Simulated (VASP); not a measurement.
A run of VASP 6.6.1 is set up as follows.

File INCAR:

```
PREC     = Accurate       # precision mode
ENCUT    = 520            # plane-wave cutoff, eV
EDIFF    = 1E-7           # SCF threshold, eV
ISMEAR   = -1             # smearing method
SIGMA    = 0.05           # smearing width, eV
LREAL    = F              # projectors in reciprocal space
LASPH    = T              # aspherical terms in the spheres
NELM     = 80             # most SCF steps
ALGO     = Normal         # electronic algorithm
ISIF     = 2              # what is computed and relaxed
LWAVE    = F              # write WAVECAR
LCHARG   = T              # write CHGCAR
GGA      = PE             # functional
LELF     = T              # ELF
LVHAR    = T            
NBANDS   = 26             # bands
```

The input KPOINTS:

```
Automatic mesh
0
Gamma
  8 8 4
```

Contents of POSCAR:

```
CdInS2
1.0
    3.8694961422      0.0000000000      0.0000000000
   -1.9347480711      3.3510819590      0.0000000000
    0.0000000000      0.0000000000      6.8105290000
In Cd S
1 1 2
Direct
    0.0105850000      0.0096610000      0.5015860000
   -0.0032570000     -0.0009060000     -0.0002510000
    0.3462990000      0.6890950000      0.2452010000
    0.6755660000      0.3331350000      0.7530470000
```

Potentials or basis: VASP PAW PBE potentials, release 64 (In_d, Cd, S).

Command:

```console
$ cat potpaw_PBE.64/In_d/POTCAR potpaw_PBE.64/Cd/POTCAR potpaw_PBE.64/S/POTCAR > POTCAR
$ mpirun -np 1 vasp_std > vasp.out
```

(1) Estimate the largest force.

(2) Estimate the pressure.

## Answers

(1) 0.107 eV/Å.

(2) 0.1 GPa.
